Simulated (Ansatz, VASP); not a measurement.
Ta2Au3: VASP beside Ansatz

```
Ta Au
1.0
     4.94007    0.00000    0.00000
     0.00000    4.94007    0.00000
     0.00000    0.00000    4.94007
Ta Au
2 3
Direct
  0.50000 0.50000 0.50000
  0.00000 0.00000 0.00000
  0.00000 0.50000 0.50000
  0.50000 0.00000 0.50000
  0.50000 0.50000 0.00000
```

Alike in both runs: functional PBE; k mesh 4 × 4 × 4; occupations gaussian, width 0.1 eV; no spin polarisation.

Ansatz relaxed the structure, and its values are those at the end. VASP's run is a single point on that final structure, the one shown.

|  | VASP | Ansatz |
| --- | --- | --- |
| version | VASP 6.6.1 | Ansatz 0.2.0 |
| potentials or method | VASP PAW PBE potentials, release 64 (Ta_pv, Au) | scalar-relativistic, plane waves, PAW |
| plane-wave cutoff (eV) | 520 | 420 |
| valence electrons in the cell | 55 | 83 |

Ansatz gave:

| Property | Result |
| --- | --- |
| gap on the k mesh at the Fermi level (eV) | none |
| pressure (GPa) | 0.2 |

**Question.** Estimate VASP's values.

**Answer.** gap on the k mesh at the Fermi level (eV): none; pressure (GPa): 0.3.

A gap of «none» marks a metal or a gap that the smearing closes. The two sets of potentials don't hold the same shells in valence.

The runs have no spin-orbit coupling, so splittings on Au, Ta are missing.
